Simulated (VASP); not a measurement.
Input:

```
CELL_PARAMETERS angstrom
      4.67995     0.00000     0.00000
      0.00000     4.67995     0.00000
      0.00000     0.00000     3.08702
ATOMIC_POSITIONS crystal
  Mg 0.00000 0.00000 0.00000
  Mg 0.50000 0.50000 0.50000
  F  0.30312 0.30312 0.00000
  F  0.80312 0.19688 0.50000
  F  0.19688 0.80312 0.50000
  F  0.69688 0.69688 0.00000
```

The numbers are results of PBE GGA, VASP's PBE PAW potentials (set 64) (plane waves; VASP), not measurements. Settings: 520 eV cut-off, Gaussian smearing of 0.050 eV, potentials Mg F.

Q: What does the run give for the band gap (along the path) with the smallest direct gap where there is one?

A: 
| Item | Value |
|---|---|
| band gap (along the path) | 6.85 eV |
| smallest direct gap (along the path) | 6.85 eV |

The absolute energy has meaning only against runs of the same code, potentials and settings.

The compound is MgF2 in the rutile structure. It was relaxed first.
